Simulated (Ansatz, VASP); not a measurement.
**Cross-check of ZnS between VASP and Ansatz**

Wanted: the spread between two codes on one cell, functional and k mesh. The cell is taken from a series of runs on this material, whose earlier steps may have relaxed, scaled, displaced or heated it; both programs get it as it stands.

Calculated with Ansatz 0.2.0; plane waves, with VASP 6.6.1 beside it; relaxation of cell and atoms at PBE.

**1. Starting point**

The structure is cubic, space group F-43m (No. 216). Conventional cell: a = 5.443 Å, b = 5.443 Å, c = 5.443 Å, α = 90.00°, β = 90.00°, γ = 90.00°. Nearest to Zn lie 4 S at 2.36 Å. Nearest to S lie 4 Zn at 2.36 Å. Farther neighbours and most contacts between anions are not listed.

Structure file:

```cif
data_structure
_symmetry_space_group_name_H-M 'F-43m'
_symmetry_Int_Tables_number 216
_cell_length_a 5.4430
_cell_length_b 5.4430
_cell_length_c 5.4430
_cell_angle_alpha 90.000
_cell_angle_beta 90.000
_cell_angle_gamma 90.000
_cell_volume 161.26
loop_
_atom_site_label
_atom_site_type_symbol
_atom_site_symmetry_multiplicity
_atom_site_Wyckoff_symbol
_atom_site_fract_x
_atom_site_fract_y
_atom_site_fract_z
_atom_site_occupancy
Zn1 Zn 4 d 0.75000 0.25000 0.25000 1
S1 S 4 a 0.50000 0.00000 0.50000 1
```

**2. Ansatz: relaxation of cell and atoms, PBE**

Ansatz runs on its PAW soft_1 files.

The relaxed volume is the usual yardstick between codes: in a stiff, nearly cubic crystal its relative difference is about their pressure difference at one cell divided by the bulk modulus.

Contents of input.yaml:

```yaml
crystal:
  lattice:
    - [0.0, 2.7215050715, 2.7215050715]
    - [2.7215050715, 0.0, 2.7215050715]
    - [2.7215050715, 2.7215050715, 0.0]
  atoms:
    - { symbol: Zn, position: [0.25, 0.25, 0.25] }
    - { symbol: S, position: [0.0, 0.0, 0.0] }
kpoints:
  mp_grid: { grid: [8, 8, 8] }
hamiltonian:
  xc: pbe
  pseudopotentials: { kind: paw, azcp: { folder: soft_1 } }
scf:
  occupations: { method: fixed }
output:
  forces: true
  stress: true
  eigenvalues: true
relax:
  adjacent_minimum: "off"
  f_tol: 0.001
  max_steps: 60
  cell: { stress_tol: 0.01 }
```

On the command line:

```bash
> ansatz run input.yaml --threads 4 --pin off --max-ram 15360MiB --backend cpu --events-out ev --progress --plain --runs-dir out
```

Numbers of over 12 decimals in the logs are rounded to 6 here.

The log of the run:

```text
Engine: ansatz 0.2.0, aarch64-unknown-linux-gnu
Pseudopotentials: kind: paw
Pseudopotential: Zn, paw, valence charge 12, recommended cutoff 420 eV (normal), soft_1/Zn.paw.azcp
Pseudopotential: S, paw, valence charge 6, recommended cutoff 420 eV (normal), soft_1/S.paw.azcp
Functional definition: PBE
  parameter kappa = 0.804
  parameter beta = 0.066725
  exchange = pbe_x(kappa = kappa, mu = beta*pi^2/3)
  correlation = pbe_c(beta = beta)
Crystal: 2 atoms, lattice volume = 40.314 Å³
Basis set: ecut = 420 eV, 749 PW (Γ), exchange–correlation on 54×54×54 points (8 copies of the dense FFT grid, shifted against one another)
Bands: 13, of which v1, the nominal top of the filled ones, is band 9 counted from 1 (8 counted from 0)
Symmetry: 24 space group operations
Space group: F-43m (ITA 216), of the structure as read, at distance tolerance 3.4e-5 Å
k-points: 29 of 512 (time reversal used)
Non-local potential: Zn, projectors of the file, l = 0: 2, l = 1: 2, l = 2: 3, l = 3: 1
Non-local potential: S, projectors of the file, l = 0: 2, l = 1: 2, l = 2: 1
PAW form: soft (Blöchl's): semilocal exchange-correlation on the pseudo side does not see the compensation charge
PAW one-centre angular grid: Zn, 590 points (default); XC on 64 Gauss nodes
PAW one-centre angular grid: S, 110 points (default); XC on 64 Gauss nodes
Initial density: superposition of atomic densities (chi_scale 0.1, normalization cell, long waves kept (reshape's long-wave potential 0.00 eV rms))
Initial wavefunctions: pseudopotential atomic-orbital guess
Functional: x = pbe(κ = 0.804, μ = 0.219515), c = pbe(β = 0.066725)
SCF iter   1: F=—  HF=-4222.829332 eV  |F-HF|=—  |Δ(HF+E_count)|=         —  Δρ=4.12e-2  dr2=4.13e-1  ethr=3.10e-3  ⟨swp⟩=5.1  Hψ=2240  notcnv=0  defer=51
preconditioner: auto → none  [insulator: Δε(μ)=2.211 eV  Ē_g=12.459 eV  n_scr=14 (ndim 8)  ℏωp=24.8 eV  f_vac=0.000  ε∞_Penn≈5.0]
SCF iter   2: F=—  HF=-4222.747398 eV  |F-HF|=—  |Δ(HF+E_count)|=   8.19e-2  Δρ=1.43e-2  dr2=4.60e-2  ethr=2.29e-3  ⟨swp⟩=2.0  Hψ=905  notcnv=0  defer=52
SCF iter   3: F=—  HF=-4222.739200 eV  |F-HF|=—  |Δ(HF+E_count)|=   8.20e-3  Δρ=1.04e-2  dr2=2.12e-2  ethr=2.56e-4  ⟨swp⟩=2.0  Hψ=679  notcnv=0  defer=54
SCF iter   4: F=—  HF=-4222.735904 eV  |F-HF|=—  |Δ(HF+E_count)|=   3.30e-3  Δρ=2.40e-3  dr2=1.71e-3  ethr=1.18e-4  ⟨swp⟩=2.0  Hψ=895  notcnv=0  defer=54
SCF iter   5: F=—  HF=-4222.735835 eV  |F-HF|=—  |Δ(HF+E_count)|=   6.96e-5  Δρ=6.23e-4  dr2=8.85e-5  ethr=9.53e-6  ⟨swp⟩=2.3  Hψ=653  notcnv=0  defer=54
SCF iter   6: F=—  HF=-4222.735874 eV  |F-HF|=—  |Δ(HF+E_count)|=   3.92e-5  Δρ=9.41e-5  dr2=1.65e-6  ethr=4.92e-7  ⟨swp⟩=2.8  Hψ=653  notcnv=0  defer=27
SCF iter   7: F=-4222.735874 eV  HF=-4222.735874 eV  |F-HF|=3.48e-8  |Δ(HF+E_count)|=   2.96e-7  Δρ=1.20e-5  dr2=3.83e-8  ethr=5.56e-10  ⟨swp⟩=7.2  Hψ=2863  notcnv=0
SCF 1 converged in 7 iterations: F = -4222.735874 eV  dr2 = 3.83e-8
  greatest PAW one-centre occupation: 0.984 electrons in one spin orbital (limit 2), on the Zn atom at site 0 (counted from 0), in its partial waves of l = 2
relax step   1: F+E_penalty+E_count = -4222.73587409 eV  Δ(F+E_penalty+E_count) = +0.000e0 eV  max|allowed force component| = 2.035e-16 eV/Å  Δτ_max = 0.0000 Å  P = +0.026 GPa  Ω = 40.314 Å³  (7 SCF iters, dr2 threshold 1.00e-7 eV, accepted)
[...]
relax step   2: F+E_penalty+E_count = -4222.73587100 eV  Δ(F+E_penalty+E_count) = +3.099e-6 eV  max|allowed force component| = 6.476e-17 eV/Å  Δτ_max = 0.0000 Å  P = +0.011 GPa  Ω = 40.323 Å³  energy of the carried Pulay correction = -4.105e-6 eV  (4 SCF iters, dr2 threshold 1.69e-9 eV, accepted)
[...]
relax step   3: F+E_penalty+E_count = -4222.73586826 eV  Δ(F+E_penalty+E_count) = +2.737e-6 eV  max|allowed force component| = 8.789e-17 eV/Å  Δτ_max = 0.0000 Å  P = +0.000 GPa  Ω = 40.329 Å³  energy of the carried Pulay correction = -7.054e-6 eV  (4 SCF iters, dr2 threshold 2.95e-10 eV, accepted)
[...]
relax step   4: F+E_penalty+E_count = -4222.73586826 eV  Δ(F+E_penalty+E_count) = -2.274e-11 eV  max|allowed force component| = 7.633e-17 eV/Å  Δτ_max = 0.0000 Å  P = +0.000 GPa  Ω = 40.329 Å³  stress off target by 2.40e-4 GPa  SCF on the basis re-selected at this cell (its energy is not comparable with the rows above)  (6 SCF iters)
basis re-selected at this cell: Δ(F+E_penalty+E_count) = -2.274e-11 eV, ΔP = +0.000 GPa vs the last step (what re-selecting the basis moved, of the pressure what is left beyond the Pulay correction that the steps carried, after the strain that the cell walked since its last selection, with what the two solves' SCF thresholds leave and, on support functions, any second-order correction that the steps lacked; it is no  [...]
SCF converged after 6 iterations
Free energy (F): -4222.735868 eV
Harris-Foulkes:  -4222.735868 eV  (|F-HF|=9.09e-13)
Internal energy: -4222.735868 eV  (E = F + TS)
E sigma→0 (E₀):  -4222.735868 eV
Fermi energy:    5.489677 eV
--- Per-component energies (eV) ---
  E_band       = 1.019432
  E_kinetic    = 252.598343
  E_local      = -2281.666038  (includes V_loc(G=0)·N_el)
  E_nonlocal   = 854.875879
  E_hartree    = 869.344023
  E_xc         = -167.099534
  E_vxc        = -133.388039  (∫ρ·V_xc dr)
  E_paw        = -2506.544499  (= ΣΔE_a)
  E_vpaw       = -430.088511  (= ΣTr[D̂ρ^β])
  E_aug_tail   = -0.000270  (compensation charges beyond the density's cutoff)
  E_ewald      = -1244.243773
  E_smearing   = -0.000000  (= −TS)
  E_closure    = 0.000000  (closes the sum)
  Σ components = -4222.735868   (vs F -4222.735868, Δ=0.00e0)
--- Forces (eV/Å), atoms counted from 1 ---
  atom   1  Zn    -0.00000000     0.00000000     0.00000000
  atom   2  S      0.00000000    -0.00000000    -0.00000000
  max |Σ_I F_I| component: 8.10e-17 eV/Å
--- Stress (GPa, compression-positive) ---
        0.000240      -0.000000      -0.000000
       -0.000000       0.000240       0.000000
       -0.000000       0.000000       0.000240
  P = ⅓ Tr σ = 0.0002 GPa (0.002 kbar)
--- Band table (eV; the first three rows and the last of 29) ---
  k-point 0: bands = [... 5 lower, -0.2909, 5.4897, 5.4897, 5.4897, 7.5006, 11.8735, 11.8735, 11.8735]
  k-point 1: bands = [... 5 lower, -0.2925, 4.3892, 5.3479, 5.3479, 8.3234, 11.7664, 12.1184, 12.1184]
  k-point 2: bands = [... 5 lower, -0.2894, 2.7084, 5.0382, 5.0382, 8.8901, 12.3537, 12.4807, 12.4807]
  k-point 28: bands = [... 5 lower, 0.0877, 1.0031, 2.8455, 2.8607, 11.1865, 11.4081, 13.2933, 13.6946]
--- Relaxed structure (3 steps of the walk, 3 accepted, 1 SCFs on fresh bases) ---
  F+E_penalty+E_count = -4222.73586826 eV   max|allowed force component| = 7.633e-17 eV/Å   (the final SCF, on the basis selected at the relaxed cell)
  cell:  # Å, volume = 40.3290 Å³
    - [0, 2.721839, 2.721839]
    - [2.721839, 0, 2.721839]
    - [2.721839, 2.721839, 0]
  atoms:
    - { symbol: Zn, position: [0.25, 0.25, 0.25] }
    - { symbol: S, position: [0, 0, 0] }
```

The column dr2 measures how far the density is from self-consistency, as an energy; F and HF (Harris–Foulkes) agree once it is small.

**3. VASP: relaxation of cell and atoms, PBE**

The same cell, functional and mesh now go to VASP, with its own data sets.

Lines of VASP's logs that name or quote its potential files are left out, and so is its time.

Contents of INCAR:

```
SYSTEM = ZnS
PREC = Accurate
ENCUT = 500
EDIFF = 1E-07
NELM = 120
ISMEAR = 0
SIGMA = 0.01
LREAL = .FALSE.
ALGO = Normal
GGA = PE
NBANDS = 15
LORBIT = 11
LWAVE = .FALSE.
LCHARG = .FALSE.
ISIF = 3
IBRION = 2
NSW = 80
EDIFFG = -0.005
LASPH = .TRUE.
GGA_COMPAT = .FALSE.
NELMIN = 4
EFERMI = MIDGAP
```

Contents of POSCAR:

```
ZnS
1.0
    0.0000000000      2.7215050000      2.7215050000
    2.7215050000      0.0000000000      2.7215050000
    2.7215050000      2.7215050000      0.0000000000
Zn S
1 1
Direct
    0.2500000919      0.2500000919      0.2500000919
    0.0000000000      0.0000000000      0.0000000000
```

Contents of KPOINTS:

```
Automatic mesh
0
Gamma
8 8 8
0 0 0
```

Potentials, in the order of the species: Zn and S (PBE family, release 64).

On the command line:

```bash
> mpirun -np 1 vasp_std
```

The log of the run:

```text
[banner, memory and clock lines left out]
running    1 mpi-ranks, on    1 nodes
 distrk:  each k-point on    1 cores,    1 groups
 distr:  one band on    1 cores,    1 groups

 POSCAR found type information on POSCAR ZnS
 POSCAR found :  2 types and       2 ions
 LDA part: xc-table for (Slater+PW92), standard interpolation
 POSCAR, INCAR and KPOINTS ok, starting setup
 FFT: planning ... GRIDC
 FFT: planning ... GRID_SOFT
 FFT: planning ... GRID
 WAVECAR not read
 entering main loop
       N       E                     dE             d eps       ncg     rms          rms(c)
DAV:   1     0.798529813826E+02    0.79853E+02   -0.84369E+03   870   0.138E+03
DAV:   2    -0.204340030592E+01   -0.81896E+02   -0.77739E+02   933   0.260E+02
DAV:   3    -0.722324723617E+01   -0.51798E+01   -0.51482E+01  1101   0.622E+01
DAV:   4    -0.727860221503E+01   -0.55355E-01   -0.55334E-01  1024   0.664E+00
DAV:   5    -0.727924179183E+01   -0.63958E-03   -0.63954E-03  1185   0.695E-01    0.659E+00
DAV:   6    -0.687099385428E+01    0.40825E+00   -0.78884E-01  1308   0.315E+01    0.515E+00
DAV:   7    -0.685228405879E+01    0.18710E-01   -0.26003E-01   982   0.471E+00    0.266E+00
DAV:   8    -0.685165370607E+01    0.63035E-03   -0.51927E-03  1050   0.776E-01    0.715E-01
DAV:   9    -0.685193788846E+01   -0.28418E-03   -0.11857E-03   996   0.287E-01    0.991E-02
DAV:  10    -0.685210562876E+01   -0.16774E-03   -0.18917E-04  1011   0.144E-01    0.516E-02
DAV:  11    -0.685210370610E+01    0.19227E-05   -0.33040E-05  1080   0.927E-02    0.588E-03
DAV:  12    -0.685210463532E+01   -0.92922E-06   -0.36834E-06  1124   0.225E-02    0.388E-03
DAV:  13    -0.685210465965E+01   -0.24336E-07   -0.68628E-07   968   0.101E-02
   1 F= -.68521047E+01 E0= -.68521047E+01  d E =-.685210E+01
 curvature:   0.00 expect dE= 0.000E+00 dE for cont linesearch  0.000E+00
 trial: gam= 0.00000 g(F)=  0.982E-41 g(S)=  0.119E-03 ort = 0.000E+00 (trialstep = 0.100E+01)
 search vector abs. value=  0.119E-03
 bond charge predicted
       N       E                     dE             d eps       ncg     rms          rms(c)
DAV:   1    -0.685378258321E+01   -0.16779E-02   -0.18910E-02  1066   0.293E+00    0.293E-01
DAV:   2    -0.685236155311E+01    0.14210E-02   -0.42954E-03  1087   0.186E+00    0.112E-01
DAV:   3    -0.685219412304E+01    0.16743E-03   -0.17273E-04   989   0.116E-01    0.505E-02
DAV:   4    -0.685215361933E+01    0.40504E-04   -0.18851E-05  1101   0.708E-02    0.266E-02
DAV:   5    -0.685214523645E+01    0.83829E-05   -0.63641E-06  1303   0.439E-02    0.493E-03
DAV:   6    -0.685214513788E+01    0.98564E-07   -0.17239E-06   975   0.128E-02    0.265E-03
DAV:   7    -0.685214530808E+01   -0.17020E-06   -0.51499E-08   463   0.457E-03    0.623E-04
DAV:   8    -0.685214529692E+01    0.11161E-07   -0.27050E-08   519   0.252E-03
   2 F= -.68521453E+01 E0= -.68521453E+01  d E =-.406373E-04
 trial-energy change:   -0.000041  1 .order   -0.000045   -0.000119    0.000029
 step:   0.7717(harm=  0.8025)  dis= 0.00000  next Energy=    -6.852149 (dE=-0.440E-04)
 reached required accuracy - stopping structural energy minimisation
```

From OUTCAR (step 3):

```text
ion  position               nearest neighbor table
   1  0.250  0.250  0.250-   2 2.36   2 2.36   2 2.36   2 2.36
   2  0.000  0.000  0.000-   1 2.36   1 2.36   1 2.36   1 2.36

  LATTYP: Found a face centered cubic cell.
 ALAT       =     5.4430100000

 Subroutine GETGRP returns: Found 24 space group operations
 (whereof 24 operations were pure point group operations)

The static configuration has the point symmetry T_d .

 Found     29 irreducible k-points:

   k-points           NKPTS =     29   k-points in BZ     NKDIM =     29   number of bands    NBANDS=     15

   dimension x,y,z NGX =    28 NGY =   28 NGZ =   28
   dimension x,y,z NGXF=    56 NGYF=   56 NGZF=   56

   ENCUT  =  500.0 eV  36.75 Ry    6.06 a.u.   7.02  7.02  7.02*2*pi/ulx,y,z

   NELECT =      18.0000    total number of electrons

 k-points in reciprocal lattice and weights: Automatic mesh
   0.00000000  0.00000000  0.00000000       0.002
   0.12500000  0.00000000  0.00000000       0.016
   0.25000000  0.00000000  0.00000000       0.016
   0.37500000  0.00000000  0.00000000       0.016
   0.50000000  0.00000000  0.00000000       0.008
   0.12500000  0.12500000  0.00000000       0.012
   0.25000000  0.12500000  0.00000000       0.047
   0.37500000  0.12500000  0.00000000       0.047
   0.50000000  0.12500000  0.00000000       0.047
[...]
-0.37500000  0.50000000  0.12500000       0.023
  -0.25000000  0.50000000  0.25000000       0.012

 average (electrostatic) potential at core
       1 -36.4256       2 -88.7490

 E-fermi :   2.8854

 k-point     1 :       0.0000    0.0000    0.0000
  band No.  band energies     occupation
    ...
      5      -3.8935      2.00000
      6      -3.8935      2.00000
      7       1.8816      2.00000
      8       1.8816      2.00000
      9       1.8816      2.00000
     10       3.8891      0.00000
     11       8.2934      0.00000
     12       8.2934      0.00000
     13       8.2934      0.00000
     14      13.6152      0.00000
    ...

 k-point     2 :       0.1250    0.0000    0.0000
  band No.  band energies     occupation
    ...
      5      -3.8950      2.00000
      6      -3.8950      2.00000
      7       0.7818      2.00000
      8       1.7406      2.00000
      9       1.7406      2.00000
     10       4.7132      0.00000
     11       8.1846      0.00000
     12       8.5391      0.00000
     13       8.5391      0.00000
     14      13.0336      0.00000
    ...

 k-point     3 :       0.2500    0.0000    0.0000
  band No.  band energies     occupation
    ...
      5      -3.8919      2.00000
      6      -3.8919      2.00000
      7      -0.8949      2.00000
      8       1.4327      2.00000
      9       1.4327      2.00000
     10       5.2828      0.00000
     11       8.7660      0.00000
     12       8.9019      0.00000
     13       8.9019      0.00000
     14      12.8343      0.00000
    ...

  Total       -0.0099938     -0.0099938     -0.0099938     -0.0000000      0.0000000      0.0000000
  in kB       -0.3960107     -0.3960107     -0.3960107     -0.0000000      0.0000000      0.0000000
  external PRESSURE =      -0.3960107 kB  Pullay stress =       0.0000000 kB

  energy-cutoff  :      500.00
  volume of cell :       40.43
      direct lattice vectors                 reciprocal lattice vectors
     0.000000000  2.724170188  2.724170188    -0.183542130  0.183542130  0.183542130
     2.724170188  0.000000000  2.724170188     0.183542130 -0.183542130  0.183542130
     2.724170188  2.724170188  0.000000000     0.183542130  0.183542130 -0.183542130

 POSITION                                       TOTAL-FORCE (eV/Angst)
 -----------------------------------------------------------------------------------
      1.36209      1.36209      1.36209        -0.000000      0.000000      0.000000
      0.00000      0.00000      0.00000         0.000000     -0.000000     -0.000000
 -----------------------------------------------------------------------------------
    total drift:                               -0.000098     -0.000098     -0.000098

  FREE ENERGIE OF THE ION-ELECTRON SYSTEM (eV)
  ---------------------------------------------------
  free  energy   TOTEN  =        -6.8521452969 eV

  energy  without entropy=       -6.8521452969  energy(sigma->0) =       -6.85214530

 reached required accuracy - stopping structural energy minimisation

 total charge
# of ion       s       p       d       tot
------------------------------------------
    1        0.513   0.456   9.797  10.766
    2        1.316   2.425   0.000   3.741
--------------------------------------------------
tot          1.829   2.881   9.797  14.507

[... 3 further parts left out ...]
```

The run keeps the 24 symmetry operations of its start, so it cannot find a distortion of lower symmetry.

**4. Comparison**

Known differences besides the potentials themselves: fixed occupations in Ansatz, narrow Gaussian smearing in VASP; the cutoff is 420 eV in Ansatz and 500 eV in VASP; Ansatz adds a Pulay correction to the stress that steers its cell, VASP none. Total energies have different zeros and are not compared.

Both answers:

| quantity | Ansatz | VASP | difference |
| --- | --- | --- | --- |
| volume (Å³) | 40.33 | 40.43 | -0.26 % |
| edge a after relaxation, in the typed setting (Å) | 3.849 | 3.853 | -0.09 % |

**5. Outcome**

```yaml
difference_in_volume_relaxation_of_cell_and_atoms_pbe: -0.26 %
```

The difference in volume is -0.26 % (relaxation of cell and atoms, PBE), within the 1.2 % picked in this series as the mark of a large difference, as far as the stopping tolerances let one tell. Such differences can come from data sets, numerical settings and the points named under the comparisons, not from the functional's error against experiment.

[Lines on the potential files, build, host, timing and source positions are cut from VASP's logs without a mark.]

[Logs are printed without paths, hosts, clocks, repeated set-up lines and the standing remarks that a program may print on its own settings, such as how far it seeks lower states.]

[Hosts, paths, dates, database ids (printed as entryN), source tags and the programs' standing remarks are cut or masked in the printed files.]
